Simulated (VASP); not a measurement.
# Be4S3Te (ordered alloy cell): computed properties

These are PBEsol GGA, VASP's PBE PAW potentials (set 64) (plane waves; VASP) values and carry that method's errors.

| Item | Value |
|---|---|
| space group | Amm2 (38) |
| cell | a = 3.5721 Å, b = 7.1427 Å, c = 10.0738 Å, α = 90.00°, β = 90.00°, γ = 90.00° |
| volume per atom | 16.06 Å^3/atom |
| band gap (over mesh and band path) | 1.12 eV |
| smallest direct gap (over mesh and band path) | 1.22 eV |
| band-edge character | indirect, Γ to T |
| density | 3.36 g/cm³ |

```cif
data_Be8S6Te2
_chemical_formula_sum 'Be8 Te2 S6'
_space_group_name_H-M_alt 'Amm2'
_space_group_IT_number 38
_space_group_name_Hall 'A 2 -2'
_cell_length_a 3.57209
_cell_length_b 7.14268
_cell_length_c 10.07376
_cell_angle_alpha 90.000
_cell_angle_beta 90.000
_cell_angle_gamma 90.000
loop_
_atom_site_label
_atom_site_type_symbol
_atom_site_symmetry_multiplicity
_atom_site_Wyckoff_symbol
_atom_site_fract_x
_atom_site_fract_y
_atom_site_fract_z
_atom_site_occupancy
Be1 Be 2 a 0.00000 0.00000 0.01977 1
Be2 Be 4 e 0.50000 0.23073 0.24123 1
Be3 Be 2 a 0.00000 0.00000 0.49830 1
Te1 Te 2 b 0.50000 0.50000 0.37437 1
S1 S 4 d 0.00000 0.24938 0.12538 1
S2 S 2 b 0.50000 0.50000 0.87432 1
```
(The calculation used a cell of 8 atoms; values per cell refer to that cell.)

Unless said otherwise, spin-orbit coupling is left out, though it shifts the bands of the heavy elements here.

The structure was generated: Be4S3Te was put into an ordered model structure (Amm2), which need not be its known phase. It was relaxed first. Symmetry was kept, so distortions that lower it aren't found.
